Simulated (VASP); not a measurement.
Take RuAl (CsCl type), from the solid elements, with no thermal terms, in VASP with PAW potentials, and its formation energy.

**Question.** One run gives -0.846 eV/atom. Which level is it?
A. SCAN
B. LDA
C. PBE
D. PBEsol

**Answer.** A, SCAN.  The others give -0.628 (PBEsol), -0.648 (LDA), -0.642 (PBE).

Only levels that ran to the end are used. Left out are those held back, those with too coarse a band path, GW runs whose mesh misses a band edge, hybrids' fits of cells that aren't cubic and levels without matching references; a question may draw on a part of the rest.
